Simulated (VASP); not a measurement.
# CdAg2 (P1) in VASP: single point with r2SCAN

Aim: the single point of CdAg2 with r2SCAN.

Program: VASP 6.6.1. These are calculated values, not measurements. Logs are shortened: lines on timing, memory, paths and dates and some standing lists are left out, and cuts for length are marked.

### Step 1. Starting point

The typed cell holds 3 atoms: a = 4.730 Å, b = 4.751 Å, c = 3.294 Å, α = 90.10°, β = 89.93°, γ = 60.27°.

The cell was built by a generator and needn't be a form met in nature.

### Step 2. Single point, r2SCAN

Input file POSCAR:

```
CdAg2
1.0
    2.3692960000      4.0939770000      0.0030760000
   -2.3904110000      4.1061670000     -0.0040640000
    0.0049510000     -0.0003950000      3.2936940000
Cd Ag
1 2
Direct
    0.9792500000      0.0528730000      0.9551140000
    0.3334960000      0.3454730000      0.5123370000
    0.6872390000      0.6759620000      0.5008330000
```

Input file INCAR.step1:

```
SYSTEM = CdAg2
PREC = Accurate ; ENCUT = 520
ISMEAR = -1 ; SIGMA = 0.0157
LREAL = .False. ; LASPH = .True.
NELM = 100 ; NBANDS = 24
GGA = PE ; ALGO = Normal
EDIFF = 1E-4 ; LWAVE = .True.
LCHARG = .False.
```

Input file INCAR.step2:

```
SYSTEM = CdAg2
PREC = Accurate ; ENCUT = 520
EDIFF = 1E-6 ; ISMEAR = -1
SIGMA = 0.0157 ; LREAL = .False.
LASPH = .True. ; NELM = 100
ALGO = Normal ; ISIF = 2
LWAVE = .False. ; LCHARG = .True.
METAGGA = R2SCAN ; LMIXTAU = .True.
LELF = .True. ; LVHAR = .True.
NBANDS = 24 ; ISTART = 1
```

Input file KPOINTS:

```
Automatic mesh
0
Gamma
  5 4 6
  0 0 0.5
```

Potentials or basis: VASP PAW PBE potentials, release 64 (Cd, Ag).

The run is started by

```bash
$ cat potpaw_PBE.64/Cd/POTCAR potpaw_PBE.64/Ag/POTCAR > POTCAR
$ cp INCAR.step1 INCAR
$ mpirun -np 1 vasp_std > vasp.out
$ cp INCAR.step2 INCAR
$ mpirun -np 1 vasp_std > vasp.out
```

OUTCAR:

```text
SYSTEM = CdAg2
   PREC = Accurate
   ENCUT = 520
   EDIFF = 1E-6
   ISMEAR = -1
   LREAL = .False.
   LASPH = .True.
   NELM = 100
   ISIF = 2
   METAGGA = R2SCAN
   ISTART = 1

 ion  position               nearest neighbor table
   1  0.979  0.053  0.955-   3 2.98   2 3.03   2 3.03   3 3.13   3 3.13   2 3.22   2 3.23   2 3.26
                             3 3.27   3 3.29   3 3.42   2 3.45
   2  0.333  0.345  0.512-   3 2.66   3 2.76   3 2.81   1 3.03   1 3.03   1 3.22   1 3.23   1 3.26
                             1 3.45
   3  0.687  0.676  0.501-   2 2.66   2 2.76   2 2.81   1 2.98   1 3.13   1 3.13   1 3.27   1 3.29
                             1 3.42

  LATTYP: Found a triclinic cell.
 ALAT       =     5.7859155194
 B/A-ratio  =     1.4172642544
 C/A-ratio  =     0.5692612921
 COS(alpha) =     0.0002442813
 COS(beta)  =     0.5706698220
 COS(gamma) =     0.7108838009

  Lattice vectors:

 A1 = (  -2.3953620000,   4.1065620000,  -3.2977580000)
 A2 = (  -0.0211150000,   8.2001440000,  -0.0009880000)
 A3 = (  -0.0049510000,   0.0003950000,  -3.2936940000)

Analysis of symmetry for initial positions (statically):
=====================================================================
 Subroutine PRICEL returns:
 Original cell was already a primitive cell.

 Routine SETGRP: Setting up the symmetry group for a
 triclinic supercell.

 Subroutine GETGRP returns: Found  1 space group operations
 (whereof  1 operations were pure point group operations)
 out of a pool of  2 trial point group operations.

The static configuration has the point symmetry C_1 .

Analysis of symmetry for dynamics (positions and initial velocities):
=====================================================================
 Subroutine PRICEL returns:
 Original cell was already a primitive cell.

 Routine SETGRP: Setting up the symmetry group for a
 triclinic supercell.

 Subroutine GETGRP returns: Found  1 space group operations
 (whereof  1 operations were pure point group operations)
 out of a pool of  2 trial point group operations.

The dynamic configuration has the point symmetry C_1 .

 Subroutine INISYM returns: Found  1 space group operations
 (whereof  1 operations are pure point group operations),
 and found     1 'primitive' translations

----------------------------------------------------------------------------------------

                                     Primitive cell

  volume of cell :      64.2763

  direct lattice vectors                    reciprocal lattice vectors
     2.369296000  4.093977000  0.003076000     0.210411128  0.122490841 -0.000301595
    -2.390411000  4.106167000 -0.004064000    -0.209786523  0.121408927  0.000329906
     0.004951000 -0.000395000  3.293694000    -0.000455354  0.000035408  0.303611164

  length of vectors
     4.730139604  4.751282847  3.293697745     0.243468560  0.242385275  0.303611507

  position of ions in fractional coordinates (direct lattice)
     0.979250000  0.052873000  0.955114000
     0.333496000  0.345473000  0.512337000
     0.687239000  0.675962000  0.500833000

  ion indices of the primitive-cell ions
   primitive index   ion index
                 1           1
                 2           2
                 3           3

----------------------------------------------------------------------------------------

 KPOINTS: Automatic mesh

Automatic generation of k-mesh.
 Grid dimensions read from file:
 generate k-points for:    5    4    6

 Generating k-lattice:

  Cartesian coordinates                     Fractional coordinates (reciprocal lattice)
     0.042082226  0.024498168 -0.000060319     0.200000000 -0.000000000  0.000000000
    -0.052446631  0.030352232  0.000082477     0.000000000  0.250000000  0.000000000
    -0.000075892  0.000005901  0.050601861     0.000000000 -0.000000000  0.166666667

  Length of vectors
     0.048693712  0.060596319  0.050601918

  Shift w.r.t. Gamma in fractional coordinates (k-lattice)
     0.000000000  0.000000000  0.500000000

 Subroutine IBZKPT returns following result:
 ===========================================

 Found     60 irreducible k-points:

 Following reciprocal coordinates:
            Coordinates               Weight
  0.000000 -0.000000  0.083333      2.000000
  0.200000  0.000000  0.083333      2.000000
  0.400000 -0.000000  0.083333      2.000000
 -0.400000 -0.000000  0.083333      2.000000
 -0.200000 -0.000000  0.083333      2.000000
 -0.000000  0.250000  0.083333      2.000000
[... 16 lines left out ...]
  0.400000  0.000000  0.250000      2.000000
 -0.400000 -0.000000  0.250000      2.000000
 [... further k-points ...]
   k-points           NKPTS =     60   k-points in BZ     NKDIM =     60   number of bands    NBANDS=     24
   number of dos      NEDOS =    301   number of ions     NIONS =      3
   total plane-waves  NPLWV =  31104
   dimension x,y,z NGX =    36 NGY =   36 NGZ =   24
   dimension x,y,z NGXF=    72 NGYF=   72 NGZF=   48
   ions per type =               1   2
   NGX,Y,Z   is equivalent  to a cutoff of  12.65, 12.60, 12.11 a.u.
   NGXF,Y,Z  is equivalent  to a cutoff of  25.31, 25.19, 24.23 a.u.
 SYSTEM =  CdAg2
   PREC   = accura    normal or accurate (medium, high low for compatibility)
   ISTART =      1    job   : 0-new  1-cont  2-samecut
   ICHARG =      0    charge: 1-file 2-atom 10-const
   ISPIN  =      1    spin polarized calculation?
   LNONCOLLINEAR =      F non collinear calculations
   LSORBIT =      F    spin-orbit coupling
   LASPH  =      T    aspherical Exc in radial PAW
   ENCUT  =  520.0 eV  38.22 Ry    6.18 a.u.   8.79  8.83  6.12*2*pi/ulx,y,z
   NELM   =    100;   NELMIN=  2; NELMDL=  0     # of ELM steps
   EDIFF  = 0.1E-05   stopping-criterion for ELM
   LREAL  =      F    real-space projection
   EDIFFG = 0.1E-04   stopping-criterion for IOM
   NSW    =      0    number of steps for IOM
   IBRION =     -1    ionic relax: 0-MD 1-quasi-New 2-CG
   NFREE  =      0    steps in history (QN), initial steepest desc. (CG)
   ISIF   =      2    stress and relaxation
   ISYM   =      2    0-nonsym 1-usesym 2-fastsym
   POTIM  = 0.5000    time-step for ionic-motion
   TEBEG  =    0.0;   TEEND  =   0.0 temperature during run
   PSTRESS=    0.0 pullay stress
   NELECT =      34.0000    total number of electrons
   NUPDOWN=      -1.0000    fix difference up-down
   EMIN   =  10.00;   EMAX   =-10.00  energy-range for DOS
   EFERMI =   0.00;   METHOD = LEGACY
   ISMEAR =    -1;   SIGMA  =   0.02  broadening in eV -4-tet -1-fermi 0-gaus
   EFERMI_NEDOS =   21; number of points for ismear=-14 and -15
   IALGO  =     38    algorithm
   IMIX   =      4    mixing-type and parameters
     AMIX     =   0.40;   BMIX     =  1.00
     AMIX_MAG =   1.60;   BMIX_MAG =  1.00
  volume/ion in A,a.u.               =      21.43       144.59
  Fermi-wavevector in a.u.,A,eV,Ry     =   1.323988  2.501975 23.850260  1.752945
  Thomas-Fermi vector in A             =   2.453556
   LORBIT       =      0    0 simple, 1 ext, 2 COOP (PROOUT), +10 PAW based schemes
   METAGGA = R2SCAN    functional components
   LHFCALC =     F    Hartree Fock is set to
   AEXX    =    0.0000 exact exchange contribution
   IVDW    =     0    specifies the selected vdW correction
   LEPSILON=     F    determine dielectric tensor
   LRPA    =     F    only Hartree local field effects (RPA)
 non-spin polarized calculation
  energy-cutoff  :      520.00
  volume of cell :       64.28
 maximum number of plane-waves:      1745
   NGX = 17   NGY = 17   NGZ = 13

 number of electron      34.0000001 magnetization

 Free energy of the ion-electron system (eV)
  ---------------------------------------------------
  ext. energy  EPLUGINS =         0.00000000
  ---------------------------------------------------
  free energy    TOTEN  =       -62.40914310 eV

  energy without entropy =      -62.40902694  energy(sigma->0) =      -62.40908502

 E-fermi :   4.8313     XC(G=0): -11.5934

 val. band max:        4.7625564646   @ k =   0.2000   0.2500   0.0833
 cond. band min:       4.8963123295   @ k =   0.2000   0.5000   0.4167
 fundamental gap:      0.1337558649
 Fermi energy:         4.8313490993

 k-point     1 :       0.0000   -0.0000    0.0833
  band No.  band energies     occupation
      1      -4.5158      2.00000
      2      -4.2494      2.00000
      3      -4.2438      2.00000
      4      -4.1122      2.00000
      5      -4.0893      2.00000
      6      -2.6256      2.00000
[... 16 lines left out ...]
     23      11.0817      0.00000
     24      17.6996      0.00000

 k-point     2 :       0.2000    0.0000    0.0833
  band No.  band energies     occupation
      1      -4.5058      2.00000
      2      -4.2701      2.00000
      3      -4.2316      2.00000
      4      -4.1154      2.00000
      5      -4.0914      2.00000
      6      -2.2050      2.00000
[... 16 lines left out ...]
     23      13.3611      0.00000
     24      17.2951      0.00000

 k-point     3 :       0.4000   -0.0000    0.0833
  band No.  band energies     occupation
      1      -4.4937      2.00000
      2      -4.3075      2.00000
      3      -4.2059      2.00000
      4      -4.1211      2.00000
      5      -4.0928      2.00000
      6      -1.3825      2.00000
[... 16 lines left out ...]
     23      15.1738      0.00000
     24      17.5833      0.00000
[... 514 lines left out ...]
 k-point    23 :       0.4000    0.0000    0.2500
  band No.  band energies     occupation
      1      -4.3014      2.00000
      2      -4.2749      2.00000
      3      -4.2565      2.00000
      4      -4.1977      2.00000
      5      -4.1898      2.00000
      6      -1.1423      2.00000
[... 16 lines left out ...]
     23      14.4718      0.00000
     24      15.4466      0.00000

 k-point    24 :      -0.4000   -0.0000    0.2500
  band No.  band energies     occupation
      1      -4.2962      2.00000
      2      -4.2700      2.00000
      3      -4.2641      2.00000
      4      -4.1975      2.00000
      5      -4.1920      2.00000
      6      -1.1242      2.00000
[... 16 lines left out ...]
     23      14.5273      0.00000
     24      15.4509      0.00000

 [... further k-points ...]

------------------------ aborting loop because EDIFF is reached ----------------------------------------

  FORCE on cell =-STRESS in cart. coord.  units (eV):
  Direction    XX          YY          ZZ          XY          YZ          ZX
  --------------------------------------------------------------------------------------
  -------------------------------------------------------------------------------------
  Total       -1.4558686     -1.8384597     -3.6304931      0.6102249     -0.0507323      0.1386934
  in kB      -36.2895563    -45.8261736    -90.4951075     15.2107081     -1.2645725      3.4571261
  external PRESSURE =     -57.5369458 kB  Pullay stress =       0.0000000 kB

 VOLUME and BASIS-vectors are now :
 -----------------------------------------------------------------------------
  energy-cutoff  :      520.00
  volume of cell :       64.28
      direct lattice vectors                 reciprocal lattice vectors
     2.369296000  4.093977000  0.003076000     0.210411128  0.122490841 -0.000301595
    -2.390411000  4.106167000 -0.004064000    -0.209786523  0.121408927  0.000329906
     0.004951000 -0.000395000  3.293694000    -0.000455354  0.000035408  0.303611164

 POSITION                                       TOTAL-FORCE (eV/Angst)
 -----------------------------------------------------------------------------------
      2.19847      4.22576      3.14865         0.173768     -0.075326      0.102400
     -0.03314      2.78369      1.68710         0.297266      0.270759     -0.038466
      0.01493      5.58896      1.64896        -0.471034     -0.195433     -0.063933
 -----------------------------------------------------------------------------------
    total drift:                               -0.000103      0.000843     -0.000456

  FREE ENERGIE OF THE ION-ELECTRON SYSTEM (eV)
  ---------------------------------------------------
  free  energy   TOTEN  =       -62.4091431033 eV

  energy  without entropy=      -62.4090269444  energy(sigma->0) =      -62.40908502
```

It took 1.9 min on 1 thread of Intel Xeon Platinum 8559C (Emerald Rapids), shared host; peak memory 0.23 GiB.

What came out:

* Free energy: -62.4091 eV
* Pressure: -5.8 GPa
* Largest force: 0.514 eV/Å
* Band gap on the k mesh: none (metal or under the smearing width)

Forces in eV/Å, atoms in the order of the input:
```
Cd   0.174 -0.075  0.102
Ag   0.297  0.271 -0.038
Ag  -0.471 -0.195 -0.064
```

Levels at points of the mesh, in eV from the Fermi level:
```
           k point  band 15  band 16  band 17  band 18  band 19  band 20
(0.00, 0.00, 0.08)    -3.90    -3.77     3.19     3.52     3.78     4.24
```

Caveat: the k mesh is coarse (spacing up to 0.38 Å⁻¹), so the values aren't converged; the PAW data sets were made with another functional, which shifts forces and pressure a little.
